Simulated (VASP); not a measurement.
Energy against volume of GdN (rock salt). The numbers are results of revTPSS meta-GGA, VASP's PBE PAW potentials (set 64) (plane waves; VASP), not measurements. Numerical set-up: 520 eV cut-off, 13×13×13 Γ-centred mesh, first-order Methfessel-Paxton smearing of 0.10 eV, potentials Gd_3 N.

The 4f electrons are frozen in the core of the lanthanide potential, so 4f levels, which can set the real gap, and their magnetism are missing.

```tsv
V (Å³/atom)	E (eV/atom)
14.783	6.19924
15.240	6.19184
15.697	6.19826
16.154	6.21649
```

Question: Fit these four points and predict the energy of the run at 14.325 Å³/atom.

Answer: A cubic in V^(−2/3), the third-order Birch-Murnaghan form, passes through the four points with V0 = 15.24 Å³/atom and B0 = 161 GPa, and gives 6.2229 eV/atom there. The run gave 6.2228 eV/atom, -0.0 meV/atom from the fit; all five points give B0 = 161 GPa.

The compound is GdN in the rock salt structure. It was relaxed first.
